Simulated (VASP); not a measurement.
# BBrCl₂, self-consistent run: which settings are enough?

BBrCl₂, molecule in box, 4 atoms in the cell. MS2; PAW potentials Cl, B, Br (PBE set). VASP 6.6.1. The cell is changed on purpose: last atom moved by 0.05 Å along z.

Wanted: energy within 10 meV/atom; forces within 0.05 eV/Å.

What the run is for: forces; Accuracy asked: screening.

POSCAR:
```
BBrCl2
1.0
   11.0000000000      0.0000000000      0.0000000000
    0.0000000000     12.0000000000      0.0000000000
    0.0000000000      0.0000000000     12.0000000000
Cl B Br
2 1 1
Direct
    0.5734636400      0.5859208300      0.6152666700
    0.5609363600      0.3904875000      0.4589000000
    0.5239272700      0.5272458300      0.4912083300
    0.4289000000      0.6130125000      0.3945666700
```

The series start from Plane-wave cutoff (eV): 420; Precision mode (PREC): Accurate; Electronic threshold (eV): 1e-6; Bands in all (NBANDS): 24; Aspherical gradient terms in the spheres (LASPH): yes; Projection operators (LREAL): Auto, ROPT -0.00025; Electronic algorithm: ALGO=Normal; Kinetic-energy density mixed (LMIXTAU): LMIXTAU=True; Density mixing: defaults. Each series keeps the choices made before it, and each single choice may use up half of a tolerance.

## Plane-wave cutoff (eV)

| Plane-wave cutoff (eV) | Energy less reference (meV/atom) | Forces, largest deviation (eV/Å) | SCF iterations | Time (s) |
|---|---|---|---|---|
| 320 | 1 | 0.010 | 34 | 112 |
| 370 | -1 | 0.008 | 34 | 158 |
| 420 | 0 | 0.008 | 35 | 192 |
| 480 | 0 | 0.006 | 34 | 259 |
| 580 (reference) | 0 | 0.000 | 34 | 331 |

Chosen: 320, the loosest value from which every tighter one stays within half of the tolerance.

## Precision mode (PREC)

| Precision mode (PREC) | Energy less reference (meV/atom) | Forces, largest deviation (eV/Å) | SCF iterations | Time (s) |
|---|---|---|---|---|
| Low | 0 | 0.033 | 33 | 38 |
| SingleN | -1 | 0.072 | 44 | 51 |
| Normal | 0 | 0.006 | 38 | 62 |
| Accurate (reference) | 0 | 0.000 | 34 | 112 |

Chosen: Normal.

## Electronic threshold (eV)

| Electronic threshold (eV) | Energy less reference (meV/atom) | Forces, largest deviation (eV/Å) | SCF iterations | Time (s) |
|---|---|---|---|---|
| 0.001 | 0 | 0.015 | 21 | 32 |
| 0.0001 | 0 | 0.003 | 24 | 37 |
| 1e-5 | 0 | 0.001 | 30 | 47 |
| 1e-6 | 0 | 0.000 | 38 | 62 |
| 1e-7 (reference) | 0 | 0.000 | 47 | 84 |

Chosen: 0.001.

## Bands in all (NBANDS)

| Bands in all (NBANDS) | Energy less reference (meV/atom) | Forces, largest deviation (eV/Å) | SCF iterations | Time (s) |
|---|---|---|---|---|
| 13 | 1 | 0.026 | 17 | 22 |
| 14 | 1 | 0.009 | 17 | 23 |
| 16 | 1 | 0.036 | 19 | 27 |
| 18 | -1 | 0.012 | 21 | 28 |
| 24 | -1 | 0.012 | 21 | 32 |
| 36 (reference) | 0 | 0.000 | 17 | 30 |

Chosen: 18.

## Aspherical gradient terms in the spheres (LASPH)

| Aspherical gradient terms in the spheres (LASPH) | Energy less reference (meV/atom) | Forces, largest deviation (eV/Å) | SCF iterations | Time (s) |
|---|---|---|---|---|
| no | 5 | 0.009 | 21 | 24 |
| yes (reference) | 0 | 0.000 | 21 | 28 |

Chosen: yes; the one before it in the list is off by more than half of the tolerance.

## Projection operators (LREAL)

| Projection operators (LREAL) | Energy less reference (meV/atom) | Forces, largest deviation (eV/Å) | SCF iterations | Time (s) |
|---|---|---|---|---|
| Auto, ROPT -0.005 | -3 | 0.076 | 21 | 28 |
| Auto, ROPT -0.002 | -4 | 0.080 | 21 | 28 |
| Auto, ROPT -0.001 | 0 | 0.017 | 21 | 28 |
| Auto, ROPT -0.0005 | 0 | 0.004 | 21 | 28 |
| Auto, ROPT -0.00025 | 0 | 0.002 | 21 | 28 |
| Auto, ROPT -0.0001 | 0 | 0.001 | 21 | 28 |
| False (reference) | 0 | 0.000 | 21 | 28 |

Chosen: Auto, ROPT -0.001.

## Electronic algorithm

| Electronic algorithm | Energy less reference (meV/atom) | Forces, largest deviation (eV/Å) | SCF iterations | Time (s) |
|---|---|---|---|---|
| ALGO=Normal | 0 | 0.000 | 21 | 28 |
| ALGO=Fast | 0 | 0.021 | 27 | 42 |
| ALGO=VeryFast | no result | no result | 120 | 228 |
| ALGO=All ISEARCH=1 | 0 | 0.008 | 16 | 29 |
| ALGO=All ISEARCH=0 | 0 | 0.008 | 16 | 29 |
| ALGO=Damped TIME=0.4 | 0 | 0.065 | 18 | 24 |
| ALGO=Damped TIME=0.1 | 0 | 0.144 | 25 | 34 |

Chosen: ALGO=Normal; no other choice that stays within half of the tolerance saves 30 % of the time.

## Kinetic-energy density mixed (LMIXTAU)

| Kinetic-energy density mixed (LMIXTAU) | Energy less reference (meV/atom) | Forces, largest deviation (eV/Å) | SCF iterations | Time (s) |
|---|---|---|---|---|
| LMIXTAU=True | 0 | 0.000 | 21 | 28 |
| LMIXTAU=False | 0 | 0.020 | 16 | 22 |

Chosen: LMIXTAU=False; it saves 6.4 s of 28, so LMIXTAU=True would do nearly as well.

## Density mixing

| Density mixing | Energy less reference (meV/atom) | Forces, largest deviation (eV/Å) | SCF iterations | Time (s) |
|---|---|---|---|---|
| defaults | 0 | 0.000 | 16 | 22 |
| AMIN=0.01 | 0 | 0.003 | 16 | 21 |
| AMIX=0.2 AMIN=0.01 | 1 | 0.011 | 15 | 19 |
| BMIX=3.0 AMIN=0.01 | 3 | 0.067 | 14 | 18 |
| AMIX=0.1 BMIX=0.0001 | 0 | 0.014 | 17 | 23 |
| AMIX=0.2 | 0 | 0.020 | 15 | 20 |
| MIXPRE=2 | 1 | 0.017 | 14 | 17 |

Chosen: MIXPRE=2; it saves 5.0 s of 22, so defaults would do nearly as well.

## All choices together

| Input | Energy less reference (meV/atom) | Forces, largest deviation (eV/Å) | Time (s) |
|---|---|---|---|
| the program's defaults (naive) | 8 | 0.011 | 21 |
| chosen settings | 2 | 0.030 | 17 |
| reference settings throughout | 0 | 0.000 | 425 |

The tolerance is met.

## The input

INCAR:
```
SYSTEM = BBrCl2
ALGO = Normal
EDIFF = 0.001
EFERMI = MIDGAP
ENCUT = 320
GGA_COMPAT = .False.
ISIF = 0
ISMEAR = 0
LASPH = .True.
LCHARG = .False.
LMIXTAU = .False.
LREAL = Auto
LWAVE = .False.
METAGGA = MS2
MIXPRE = 2
NBANDS = 18
NELM = 120
NELMDL = -8
PREC = Normal
ROPT = -0.001 -0.001 -0.001
SIGMA = 0.03
```

KPOINTS:
```
k-points
0
Gamma
  1 1 1
```

Commands:
```
cat potpaw_PBE.64/Cl/POTCAR potpaw_PBE.64/B/POTCAR potpaw_PBE.64/Br/POTCAR > POTCAR
mpirun -np 1 vasp_gam > vasp.out
```

The naive input happens to agree within the tolerance here, in 21 s.

The chosen input took VASP 6.6.1 17 s on 1 core (AMD EPYC 9R45 (Zen 5)), a shared host.

## An input that fails: cutoff far too low

It runs to its end, but against the unchanged starting input it is off by 83 meV/atom in the energy, 0.856 eV/Å in the forces.

Changes against the starting input:
```
- NELM = 120
- ENCUT = 420
+ NELM = 54
+ ENCUT = 180
```
